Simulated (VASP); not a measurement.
Level of theory: PBEsol GGA, VASP's PBE PAW potentials (set 64) (plane waves; VASP 6.6.1). Each cell was relaxed at this level.

Question: Which of these has an unstable (imaginary) mode at Γ?
A) SrTiO3, Pm-3m (221)
B) Os, P6_3/mmc (194)
C) Tc, P6_3/mmc (194)
D) Al3GaN4, P-43m (215)

Answer: A, SrTiO3, Pm-3m (221). Its optical Γ-point modes are 71i (×3), 158 (×3), 227 (×3), 533 (×3) cm⁻¹.
